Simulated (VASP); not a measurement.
## P: how cutoff and mesh change the relaxed cell

Aim: test the relaxed volume of P against cutoff and mesh. The starting structure is a measured crystal structure from the Crystallography Open Database. The first relaxation on each setting starts from this cell expanded by 3 % in volume.

Calculated with VASP 6.6.1; Kohn-Sham DFT with plane waves and PAW; PBEsol.

**1. Set-up**

It takes space group Cmce (No. 64, orthorhombic). The conventional cell has a = 3.316 Å, b = 10.484 Å, c = 4.379 Å, α = 90.00°, β = 90.00°, γ = 90.00°. P has 3 P at 2.22 to 2.24 Å nearest.

As a file:

```cif
data_structure
_symmetry_space_group_name_H-M 'Cmce'
_symmetry_Int_Tables_number 64
_cell_length_a 3.3164
_cell_length_b 10.4840
_cell_length_c 4.3793
_cell_angle_alpha 90.000
_cell_angle_beta 90.000
_cell_angle_gamma 90.000
_cell_volume 152.26
loop_
_atom_site_label
_atom_site_type_symbol
_atom_site_symmetry_multiplicity
_atom_site_Wyckoff_symbol
_atom_site_fract_x
_atom_site_fract_y
_atom_site_fract_z
_atom_site_occupancy
P1 P 8 f 0.00000 0.60162 0.41932 1
```

**2. Reference relaxation**

This run starts from the cell of an earlier relaxation, which isn't shown; the restart sets up the plane waves anew.

INCAR reads:

```
SYSTEM = P
PREC = Accurate
ENCUT = 450
EDIFF = 1E-06
NELM = 100
ISMEAR = 0
SIGMA = 0.03
LREAL = .FALSE.
ALGO = Normal
GGA = PS
NBANDS = 16
LORBIT = 11
LWAVE = .FALSE.
LCHARG = .FALSE.
KPAR = 8
IBRION = 2
NSW = 50
ISIF = 3
EDIFFG = -0.006
```

POSCAR reads:

```
P
1.0
    3.3144275095      0.0000000000      0.0000000000
    0.0000000000      0.0000000000      4.1969735785
    1.6572137548     -5.1306340945      0.0000000000
P
4
Direct
    0.6055068926      0.4271223110      0.7889862148
    0.8944931074      0.9271223110      0.2110137852
    0.3944931074      0.5728776890      0.2110137852
    0.1055068926      0.0728776890      0.7889862148
```

KPOINTS reads:

```
Automatic mesh
0
Gamma
8 6 8
0 0 0
```

The projector-augmented-wave data sets are P (PBE family, release 64).

The run is started by

```console
$ mpirun -np 8 vasp_std
```

Output:

```text
[banner, memory and clock lines left out]
running    8 mpi-ranks, on    1 nodes
 distrk:  each k-point on    1 cores,    8 groups
 distr:  one band on    1 cores,    1 groups

 POSCAR found type information on POSCAR P
 POSCAR found :  1 types and       4 ions
|                                                                             |
|           W    W    AA    RRRRR   N    N  II  N    N   GGGG   !!!           |
|           W    W   A  A   R    R  NN   N  II  NN   N  G    G  !!!           |
|           W    W  A    A  R    R  N N  N  II  N N  N  G       !!!           |
|           W WW W  AAAAAA  RRRRR   N  N N  II  N  N N  G  GGG   !            |
|           WW  WW  A    A  R   R   N   NN  II  N   NN  G    G                |
|           W    W  A    A  R    R  N    N  II  N    N   GGGG   !!!           |
|                                                                             |
|     For optimal performance we recommend to set                             |
|       NCORE = 2 up to number-of-cores-per-socket                            |
|     NCORE specifies how many cores store one orbital (NPAR=cpu/NCORE).      |
|     This setting can greatly improve the performance of VASP for DFT.       |
|     The default, NCORE=1 might be grossly inefficient on modern             |
|     multi-core architectures or massively parallel machines. Do your        |
|     Unfortunately you need to use the default for GW and RPA                |
|     calculations (for HF NCORE is supported but not extensively tested      |
|     yet).                                                                   |
|                                                                             |

|                                                                             |
|               ----> ADVICE to this user running VASP <----                  |
|                                                                             |
|     You enforced a specific xc type in the INCAR file but a different       |
|     [... a line on the potential file left out ...]
|     I HOPE YOU KNOW WHAT YOU ARE DOING!                                     |
|                                                                             |

 LDA part: xc-table for (Slater+PW92), standard interpolation
 POSCAR, INCAR and KPOINTS ok, starting setup
 FFT: planning ... GRIDC
 FFT: planning ... GRID_SOFT
 FFT: planning ... GRID
 WAVECAR not read
 entering main loop
       N       E                     dE             d eps       ncg     rms          rms(c)
DAV:   1     0.491790675461E+02    0.49179E+02   -0.77691E+03  2688   0.951E+02
DAV:   2    -0.203957921944E+02   -0.69575E+02   -0.67216E+02  3696   0.151E+02
DAV:   3    -0.231970119106E+02   -0.28012E+01   -0.27835E+01  3608   0.328E+01
DAV:   4    -0.232237137205E+02   -0.26702E-01   -0.26693E-01  3392   0.382E+00
DAV:   5    -0.232241608282E+02   -0.44711E-03   -0.44706E-03  3664   0.456E-01    0.101E+01
DAV:   6    -0.230916105013E+02    0.13255E+00   -0.62325E-02  3224   0.141E+00    0.587E+00
DAV:   7    -0.230332101248E+02    0.58400E-01   -0.10019E-01  3432   0.182E+00    0.254E-01
DAV:   8    -0.230327561683E+02    0.45396E-03   -0.10282E-02  3168   0.649E-01    0.148E-01
DAV:   9    -0.230327837817E+02   -0.27613E-04   -0.44453E-04  3552   0.138E-01    0.726E-02
DAV:  10    -0.230327788034E+02    0.49783E-05   -0.66178E-05  3432   0.460E-02    0.301E-02
DAV:  11    -0.230327803095E+02   -0.15061E-05   -0.78749E-06  3312   0.200E-02    0.990E-03
DAV:  12    -0.230327804500E+02   -0.14049E-06   -0.35235E-07  1832   0.407E-03
   1 F= -.23032780E+02 E0= -.23032690E+02  d E =-.230328E+02
 curvature:   0.00 expect dE= 0.000E+00 dE for cont linesearch  0.000E+00
 trial: gam= 0.00000 g(F)=  0.383E-05 g(S)=  0.590E-05 ort = 0.000E+00 (trialstep = 0.100E+01)
 search vector abs. value=  0.973E-05
 reached required accuracy - stopping structural energy minimisation
```

The job ended after 19 s (8 MPI ranks of AMD EPYC 7R43, shared host; peak memory 1.4 GiB; 2.4 min of CPU time).

Lines that name or quote the potential files are left out of all logs, and their timing lines are given in words.

Parts of OUTCAR (step 2):

```text
ion  position               nearest neighbor table
   1  0.606  0.427  0.789-   4 2.23   4 2.23   3 2.25
   2  0.894  0.927  0.211-   3 2.23   3 2.23   4 2.25
   3  0.394  0.573  0.211-   2 2.23   2 2.23   1 2.25
   4  0.106  0.073  0.789-   1 2.23   1 2.23   2 2.25

  LATTYP: Found a base centered orthorhombic cell.
 ALAT       =     3.3144275095
 B/A-ratio  =     3.0959398447
 C/A-ratio  =     1.2662740598

 Subroutine GETGRP returns: Found  8 space group operations
 (whereof  4 operations were pure point group operations)

The static configuration has the point symmetry C_2h.
 The point group associated with its full space group is D_2h.

 Found     84 irreducible k-points:

   k-points           NKPTS =     84   k-points in BZ     NKDIM =     84   number of bands    NBANDS=     16

   dimension x,y,z NGX =    24 NGY =   30 NGZ =   40
   dimension x,y,z NGXF=    48 NGYF=   60 NGZF=   80

   ENCUT  =  450.0 eV  33.07 Ry    5.75 a.u.   5.73  7.26  9.33*2*pi/ulx,y,z

   NELECT =      20.0000    total number of electrons

 k-points in reciprocal lattice and weights: Automatic mesh
   0.00000000  0.00000000  0.00000000       0.003
   0.12500000  0.00000000  0.00000000       0.010
   0.25000000  0.00000000  0.00000000       0.010
   0.37500000  0.00000000  0.00000000       0.010
   0.50000000  0.00000000  0.00000000       0.005
   0.00000000  0.16666667  0.00000000       0.005
   0.12500000  0.16666667  0.00000000       0.021
   0.25000000  0.16666667  0.00000000       0.021
   0.37500000  0.16666667  0.00000000       0.021
[...]
0.00000000  0.33333333  0.50000000       0.005
   0.00000000  0.50000000  0.50000000       0.003

 average (electrostatic) potential at core
       1 -82.1705       2 -82.1705       3 -82.1705       4 -82.1705

 E-fermi :   7.2105

 k-point     1 :       0.0000    0.0000    0.0000
  band No.  band energies     occupation
    ...
      6       2.9343      2.00000
      7       3.1819      2.00000
      8       4.3086      2.00000
      9       4.6276      2.00000
     10       5.8442      2.00000
     11       8.1502      0.00000
     12       8.4030      0.00000
     13       9.1096      0.00000
     14      10.6148      0.00000
     15      12.6734      0.00000
    ...

 k-point     2 :       0.1250    0.0000    0.0000
  band No.  band energies     occupation
    ...
      6       2.2639      2.00000
      7       2.4237      2.00000
      8       4.3527      2.00000
      9       4.3921      2.00000
     10       6.0607      2.00000
     11       8.3584      0.00000
     12       9.6734      0.00000
     13       9.7052      0.00000
     14      10.4033      0.00000
     15      11.6594      0.00000
    ...

 k-point     3 :       0.2500    0.0000    0.0000
  band No.  band energies     occupation
    ...
      6       1.6752      2.00000
      7       2.7746      2.00000
      8       4.3080      2.00000
      9       4.5861      2.00000
     10       6.0625      2.00000
     11       8.0688      0.00000
     12       9.0876      0.00000
     13       9.5694      0.00000
     14      10.1426      0.00000
     15      10.8225      0.00000
    ...

  Total        0.0001827      0.0046777      0.0216201     -0.0000000      0.0000000      0.0000000
  in kB        0.0041009      0.1050081      0.4853465     -0.0000000      0.0000000      0.0000000
  external PRESSURE =       0.1981518 kB  Pullay stress =       0.0000000 kB

  energy-cutoff  :      450.00
  volume of cell :       71.37
      direct lattice vectors                 reciprocal lattice vectors
     3.314427510  0.000000000  0.000000000     0.301711230  0.097453841  0.000000000
     0.000000000  0.000000000  4.196973578     0.000000000  0.000000000  0.238266928
     1.657213755 -5.130634095  0.000000000     0.000000000 -0.194907682  0.000000000

 POSITION                                       TOTAL-FORCE (eV/Angst)
 -----------------------------------------------------------------------------------
      3.31443     -4.04800      1.79262         0.000000     -0.001775     -0.004086
      3.31443     -1.08263      3.89111        -0.000000      0.001775     -0.004086
      1.65721     -1.08263      2.40435        -0.000000      0.001775      0.004086
      1.65721     -4.04800      0.30587         0.000000     -0.001775      0.004086
 -----------------------------------------------------------------------------------
    total drift:                                0.000000      0.000000      0.000000

  FREE ENERGIE OF THE ION-ELECTRON SYSTEM (eV)
  ---------------------------------------------------
  free  energy   TOTEN  =       -23.0327804500 eV

  energy  without entropy=      -23.0326004755  energy(sigma->0) =      -23.03269046

 reached required accuracy - stopping structural energy minimisation

 total charge
# of ion       s       p       d       tot
------------------------------------------
    1        1.082   1.363   0.000   2.444
    2        1.082   1.363   0.000   2.444
    3        1.082   1.363   0.000   2.444
    4        1.082   1.363   0.000   2.444
--------------------------------------------------
tot          4.328   5.450   0.000   9.778

[... 3 further parts left out ...]
```

CONTCAR:

```
P
   1.00000000000000
     3.3144275095000002    0.0000000000000000    0.0000000000000000
     0.0000000000000000    0.0000000000000000    4.1969735784999997
     1.6572137548000001   -5.1306340945000004    0.0000000000000000
  P
     4
Direct
     0.6055068925999976    0.4271223109999980    0.7889862147999978
     0.8944931074000024    0.9271223109999980    0.2110137852000022
     0.3944931074000024    0.5728776890000020    0.2110137852000022
     0.1055068925999976    0.0728776890000020    0.7889862147999978
```

The PAW data sets were made with PBE, which is usual practice but a small mismatch for other functionals. The run keeps the 8 symmetry operations of its start, so it cannot find a distortion of lower symmetry.

The reference relaxation ends at 17.843 Å³ an atom.

**3. Relaxation with a cutoff of 260 eV**

Against step 2 the input has ENCUT = 260. This run starts from the cell of an earlier relaxation, which isn't shown; the restart sets up the plane waves anew.

INCAR: that of step 2 with these lines changed.

```diff
@@ -2,3 +2,3 @@
 PREC = Accurate
-ENCUT = 450
+ENCUT = 260
 EDIFF = 1E-06
```

POSCAR reads:

```
P
1.0
    3.3138506031      0.0000000000      0.0000000000
    0.0000000000      0.0000000000      4.1670973100
    1.6569253015     -5.0937047860      0.0000000000
P
4
Direct
    0.6064650101      0.4285394187      0.7870699798
    0.8935349899      0.9285394187      0.2129300202
    0.3935349899      0.5714605813      0.2129300202
    0.1064650101      0.0714605813      0.7870699798
```

KPOINTS is that of step 2.

The run is started by

```console
$ mpirun -np 8 vasp_std
```

Output:

```text
[banner, memory and clock lines left out]
running    8 mpi-ranks, on    1 nodes
[...]
[... a notice as in an earlier step ...]

 [... a notice as in an earlier step ...]

 LDA part: xc-table for (Slater+PW92), standard interpolation
 POSCAR, INCAR and KPOINTS ok, starting setup
[...]
entering main loop
       N       E                     dE             d eps       ncg     rms          rms(c)
DAV:   1     0.294174296452E+02    0.29417E+02   -0.55271E+03  2688   0.609E+02
DAV:   2    -0.214223411431E+02   -0.50840E+02   -0.49506E+02  3728   0.125E+02
DAV:   3    -0.231599473543E+02   -0.17376E+01   -0.17324E+01  3496   0.249E+01
DAV:   4    -0.231743797781E+02   -0.14432E-01   -0.14429E-01  3504   0.266E+00
[...]
DAV:  10    -0.229856988037E+02    0.53666E-05   -0.56996E-05  3408   0.412E-02    0.290E-02
DAV:  11    -0.229857005182E+02   -0.17145E-05   -0.67826E-06  3376   0.183E-02    0.101E-02
DAV:  12    -0.229857006777E+02   -0.15945E-06   -0.28820E-07  1736   0.353E-03
   1 F= -.22985701E+02 E0= -.22985612E+02  d E =-.229857E+02
[... from here on, the cycles between the ionic steps are left out ...]
   2 F= -.22985958E+02 E0= -.22985870E+02  d E =-.257056E-03
   3 F= -.22985975E+02 E0= -.22985887E+02  d E =-.274072E-03
   4 F= -.22986159E+02 E0= -.22986071E+02  d E =-.184014E-03
   5 F= -.22986542E+02 E0= -.22986453E+02  d E =-.566938E-03
   6 F= -.22986561E+02 E0= -.22986470E+02  d E =-.586218E-03
   7 F= -.22986677E+02 E0= -.22986589E+02  d E =-.702356E-03
   8 F= -.22986677E+02 E0= -.22986589E+02  d E =-.702338E-03
   9 F= -.22986645E+02 E0= -.22986556E+02  d E =-.670253E-03
  10 F= -.22986676E+02 E0= -.22986588E+02  d E =-.701145E-03
  11 F= -.22986685E+02 E0= -.22986597E+02  d E =-.940224E-05
  12 F= -.22986685E+02 E0= -.22986597E+02  d E =-.945239E-05
[...]
reached required accuracy - stopping structural energy minimisation
```

It took 44 s on 8 MPI ranks; peak memory 1 GiB.

Parts of OUTCAR (step 3):

```text
  Total        0.0109503     -0.0003994     -0.0027429     -0.0000000      0.0000000      0.0000000
  in kB        0.2521822     -0.0091986     -0.0631679     -0.0000000      0.0000000      0.0000000
  external PRESSURE =       0.0599385 kB  Pullay stress =       0.0000000 kB

 POSITION                                       TOTAL-FORCE (eV/Angst)
 -----------------------------------------------------------------------------------
      3.32010     -3.98162      1.77701        -0.000000     -0.005392      0.002287
      3.32010     -1.08668      3.84420         0.000000      0.005392      0.002287
      1.66005     -1.08668      2.35737         0.000000      0.005392     -0.002287
      1.66005     -3.98162      0.29018        -0.000000     -0.005392     -0.002287
 -----------------------------------------------------------------------------------
    total drift:                               -0.000000     -0.000000      0.000000

  FREE ENERGIE OF THE ION-ELECTRON SYSTEM (eV)
  ---------------------------------------------------
  free  energy   TOTEN  =       -22.9866853466 eV

  energy  without entropy=      -22.9865079143  energy(sigma->0) =      -22.98659663

[... 2 parts as in an earlier step ...]

[... 2 further parts left out ...]
[key lines of the parts left out:]
E-fermi :   7.4605
```

Logs of long relaxations may skip ionic steps without a mark.

With a cutoff of 260 eV the cell ends at 17.393 Å³ an atom, -2.52 % from the reference, and since the restart alone still moved it by -1.1 % it may not have settled.

**4. Relaxation with a 4×3×4 mesh**

Against step 2 the input has a 4×3×4 mesh (also changed: KPAR and NCORE). This run starts from the cell of an earlier relaxation, which isn't shown; the restart sets up the plane waves anew.

INCAR: that of step 3 with these lines changed.

```diff
@@ -2,3 +2,3 @@
 PREC = Accurate
-ENCUT = 260
+ENCUT = 450
 EDIFF = 1E-06
@@ -14,3 +14,4 @@
 LCHARG = .FALSE.
-KPAR = 8
+KPAR = 4
+NCORE = 2
 IBRION = 2
```

POSCAR reads:

```
P
1.0
    3.4492486555      0.0000000000      0.0000000000
    0.0000000000      0.0000000000      3.7711093147
    1.7246243278     -4.9739700581      0.0000000000
P
4
Direct
    0.6123952893      0.4420365220      0.7752094214
    0.8876047107      0.9420365220      0.2247905786
    0.3876047107      0.5579634780      0.2247905786
    0.1123952893      0.0579634780      0.7752094214
```

KPOINTS reads:

```
Automatic mesh
0
Gamma
4 3 4
0 0 0
```

The run is started by

```console
$ mpirun -np 8 vasp_std
```

Output:

```text
[banner, memory and clock lines left out]
running    8 mpi-ranks, on    1 nodes
[...]
[... a notice as in an earlier step ...]

 LDA part: xc-table for (Slater+PW92), standard interpolation
 POSCAR, INCAR and KPOINTS ok, starting setup
[...]
entering main loop
       N       E                     dE             d eps       ncg     rms          rms(c)
DAV:   1     0.431736665779E+02    0.43174E+02   -0.79324E+03   448   0.972E+02
DAV:   2    -0.208198700616E+02   -0.63994E+02   -0.62724E+02   584   0.151E+02
DAV:   3    -0.230899109855E+02   -0.22700E+01   -0.22478E+01   624   0.296E+01
DAV:   4    -0.231087513072E+02   -0.18840E-01   -0.18831E-01   560   0.332E+00
[...]
DAV:   9    -0.229747317051E+02   -0.19112E-04   -0.21465E-04   624   0.938E-02    0.750E-02
DAV:  10    -0.229747327394E+02   -0.10343E-05   -0.17565E-05   584   0.238E-02    0.343E-02
DAV:  11    -0.229747329000E+02   -0.16062E-06   -0.41524E-06   544   0.138E-02
   1 F= -.22974733E+02 E0= -.22974050E+02  d E =-.229747E+02
[...]
reached required accuracy - stopping structural energy minimisation
```

Elapsed: 4.2 s, on 8 MPI ranks; peak memory 0.86 GiB.

Parts of OUTCAR (step 4):

```text
  Total        0.0166344     -0.0065823     -0.0048259      0.0000000      0.0000000      0.0000000
  in kB        0.4119271     -0.1630021     -0.1195066      0.0000000      0.0000000      0.0000000
  external PRESSURE =       0.0431395 kB  Pullay stress =       0.0000000 kB

 POSITION                                       TOTAL-FORCE (eV/Angst)
 -----------------------------------------------------------------------------------
      3.44925     -3.85587      1.66697        -0.000000      0.001165     -0.000730
      3.44925     -1.11810      3.55252         0.000000     -0.001165     -0.000730
      1.72462     -1.11810      2.10414         0.000000     -0.001165      0.000730
      1.72462     -3.85587      0.21859        -0.000000      0.001165      0.000730
 -----------------------------------------------------------------------------------
    total drift:                               -0.000000      0.000000     -0.000000

  FREE ENERGIE OF THE ION-ELECTRON SYSTEM (eV)
  ---------------------------------------------------
  free  energy   TOTEN  =       -22.9747329000 eV

  energy  without entropy=      -22.9733672051  energy(sigma->0) =      -22.97405005

[... 1 part as in an earlier step ...]

[... 3 further parts left out ...]
[key lines of the parts left out:]
E-fermi :   8.6224
```

With a 4×3×4 mesh the cell ends at 16.175 Å³ an atom, -9.35 % from the reference, a by +4.1 %, b by -3.1 % and c by -10.1 %.

(Part 1 of 2 ends here.)

[Lines on the potential files, build, host, timing and source positions are cut from VASP's logs without a mark.]

[Logs are printed without paths, hosts, clocks, repeated set-up lines and the standing remarks that a program may print on its own settings, such as how far it seeks lower states.]

[Hosts, paths, dates, database ids (printed as entryN), source tags and the programs' standing remarks are cut or masked in the printed files.]
